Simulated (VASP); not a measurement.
Given:

```
CELL_PARAMETERS angstrom
      5.29581     0.00000     0.00000
     -2.64791     4.58631     0.00000
      0.00000     0.00000     7.20606
ATOMIC_POSITIONS crystal
  Y  0.50000 0.00000 0.00000
  Y  0.50000 0.50000 0.33333
  Y  0.00000 0.50000 0.66667
  Si 0.13464 0.26928 0.00000
  Si 0.86536 0.13464 0.33333
  Si 0.73072 0.86536 0.66667
  Si 0.86536 0.73072 0.00000
  Si 0.13464 0.86536 0.33333
  Si 0.26928 0.13464 0.66667
```

These are PBEsol GGA, VASP's PBE PAW potentials (set 64) (plane waves; VASP 6.6.1) values and carry that method's errors. Numerical set-up: 400 eV cut-off, Gaussian smearing of 0.050 eV, potentials Y_sv Si.

Give the energies of bands 20 to 33 at the high-symmetry points, in eV from the Fermi level.

| band | Γ | M | K | A | L | H |
|---|---|---|---|---|---|---|
| 20 | -3.64 | -3.67 | -3.55 | -4.05 | -3.45 | -4.29 |
| 21 | -3.64 | -3.00 | -3.55 | -4.05 | -3.21 | -2.79 |
| 22 | -2.00 | -2.17 | -1.62 | -2.56 | -2.40 | -2.79 |
| 23 | -2.00 | -1.95 | -1.42 | -2.26 | -2.33 | -1.23 |
| 24 | -1.74 | -1.90 | -1.42 | -2.26 | -1.08 | -1.23 |
| 25 | -1.45 | -0.99 | -0.72 | -2.11 | -0.91 | -1.07 |
| 26 | -1.45 | -0.62 | -0.72 | -1.51 | -0.68 | -0.87 |
| 27 | -1.26 | -0.46 | -0.42 | -1.06 | -0.68 | -0.72 |
| 28 | -1.13 | -0.28 | -0.34 | -1.06 | -0.61 | -0.72 |
| 29 | -1.13 | 0.01 | -0.34 | 0.24 | 0.01 | 1.00 |
| 30 | 0.39 | 0.85 | -0.14 | 0.24 | 0.46 | 1.00 |
| 31 | 0.39 | 1.14 | 1.52 | 0.50 | 0.90 | 1.21 |
| 32 | 0.87 | 1.22 | 1.52 | 1.86 | 1.11 | 1.21 |
| 33 | 3.06 | 1.24 | 2.52 | 1.86 | 2.22 | 2.65 |

It has no gap at this level: it comes out as a metal or semimetal.

The structure was generated: YSi2 was put into the CrSi2 type (P6_222), which need not be its known phase. It was relaxed first. The electron count is odd and the run is not spin-polarised, which forces a metal.
